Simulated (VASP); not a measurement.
```
CELL_PARAMETERS angstrom
      4.97635     0.00000     0.00000
      2.48818     4.30965     0.00000
      0.00000     0.00000    17.99910
ATOMIC_POSITIONS crystal
  Si 0.74026 0.72385 0.27723
  Si 0.39025 0.39621 0.38914
  Si 0.05867 0.06560 0.50064
  Si 0.73274 0.72863 0.61013
  Si 0.39773 0.39438 0.72385
  Ni 0.22568 0.22360 0.27869
  Ni 0.73548 0.23228 0.27695
  Ni 0.23582 0.72354 0.27659
  Ni 0.89289 0.89784 0.38846
  Ni 0.39909 0.89835 0.38820
  Ni 0.89970 0.39285 0.38805
  Ni 0.55882 0.56668 0.50106
  Ni 0.06567 0.56734 0.50124
  Ni 0.55566 0.07360 0.50031
  Ni 0.22419 0.23379 0.61174
  Ni 0.73412 0.23528 0.61160
  Ni 0.23561 0.72316 0.61085
  Ni 0.90339 0.90052 0.72024
  Ni 0.40075 0.90411 0.72224
  Ni 0.89555 0.40046 0.72279
```

Computed with LDA (Ceperley-Alder, Perdew-Zunger), VASP's LDA PAW potentials (set 64) (plane waves; VASP). Numerical set-up: LREAL = Auto, EDIFF = 1E-03, 300 eV cut-off, 6×6×1 Γ-centred mesh, Gaussian smearing of 0.10 eV, potentials Si Ni.

The cell holds a wide vacuum, so values per volume refer to the whole cell.

The ions are relaxed. Predict the relaxed structure.

```
CELL_PARAMETERS angstrom
      4.97635     0.00000     0.00000
      2.48818     4.30965     0.00000
      0.00000     0.00000    17.99910
ATOMIC_POSITIONS crystal
  Si 0.73088 0.72850 0.28602
  Si 0.39746 0.39653 0.39130
  Si 0.06380 0.06450 0.49996
  Si 0.73028 0.73258 0.60875
  Si 0.39808 0.39903 0.71389
  Ni 0.23400 0.22952 0.28557
  Ni 0.72809 0.23132 0.28552
  Ni 0.23228 0.72480 0.28546
  Ni 0.89683 0.89727 0.39215
  Ni 0.39708 0.89518 0.39214
  Ni 0.89908 0.39553 0.39239
  Ni 0.56441 0.56381 0.50013
  Ni 0.06254 0.56678 0.50024
  Ni 0.56153 0.06551 0.49969
  Ni 0.22894 0.23271 0.60777
  Ni 0.73164 0.22895 0.60769
  Ni 0.23207 0.73212 0.60795
  Ni 0.89767 0.89565 0.71463
  Ni 0.40127 0.89911 0.71450
  Ni 0.89410 0.40264 0.71422
```

How much energy does the relaxation gain?

The energy (σ→0) changes by -20.3 meV/atom, in 13 ionic steps.

The cell is a sheet with vacuum, built from a database entry that may be metastable or hypothetical. The run is not spin-polarised, so no magnetic state was tried.
